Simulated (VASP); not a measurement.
Here is the system:

```yaml
crystal:
  lattice:
    - [0.00000, 2.27315, 2.27315]
    - [2.27315, 0.00000, 2.27315]
    - [2.27315, 2.27315, 0.00000]
  atoms:
    - { symbol: B, position: [0.00000, 0.00000, 0.00000] }
    - { symbol: P, position: [0.25000, 0.25000, 0.25000] }
```

Method: PBE GGA, VASP's PBE PAW potentials (set 64) (plane waves; VASP 6.6.1). Numerical set-up: 600 eV cut-off, 10×10×10 Γ-centred mesh, Gaussian smearing of 0.050 eV, potentials B P.

Each relaxation starts from this cell; other phases were not tried.

Q: The cell is relaxed at 5 GPa. What happens?

A: The volume per atom goes from 11.75 to 11.41 Å³ (-2.9 %), and the cell becomes a = 4.502 Å, b = 4.502 Å, c = 4.502 Å, α = 90.00°, β = 90.00°, γ = 90.00°, space group F-43m. The gap on the mesh goes from 1.25 to 1.21 eV.

Q: The cell is relaxed at 15 GPa. What happens?

A: The volume per atom goes from 11.75 to 10.84 Å³ (-7.7 %), and the cell becomes a = b = c = 4.4267 Å, α = β = γ = 90.00°, space group F-43m. The gap on the mesh goes from 1.25 to 1.14 eV.

Failed runs are left out, and for metals the shear rows, which the mesh's noise covers.

The compound is BP in the zinc blende structure.
